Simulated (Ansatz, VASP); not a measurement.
One calculation of BeZn2Te3, two programs

```
CELL_PARAMETERS angstrom
5.50063 0.00000 0.00000
0.00000 5.50063 0.00000
0.00000 0.00000 5.90624
ATOMIC_POSITIONS crystal
Be 0.50000 0.50000 0.50000
Zn 0.00000 0.50000 0.00000
Zn 0.50000 0.00000 0.00000
Te 0.50000 0.50000 0.00000
Te 0.00000 0.00000 0.50000
Te 0.00000 0.00000 0.00000
```

Alike in both runs: functional PBE; k mesh 4 × 4 × 4; occupations gaussian, width 0.1 eV; no spin polarisation.

Ansatz relaxed the structure, and its values are those at the end. VASP's run is a single point on that final structure, the one shown.

```csv
,VASP,Ansatz
version,VASP 6.6.1,Ansatz 0.2.0
potentials or method,"VASP PAW PBE potentials, release 64 (Be, Zn, Te)","scalar-relativistic, plane waves, PAW"
plane-wave cutoff (eV),520,420
valence electrons in the cell,44,74
```

Ansatz gave:

```
gap on the k mesh at the Fermi level (eV) : none
pressure (GPa)                            : 0.0
```

Estimate VASP's values.

gap on the k mesh at the Fermi level (eV): none; pressure (GPa): 0.1.

A gap of «none» marks a metal or a gap that the smearing closes. With one functional, cell and mesh, what is left measures potentials, basis and numerics. The two sets of potentials don't hold the same shells in valence.

The runs have no spin-orbit coupling, so splittings on Te are missing.
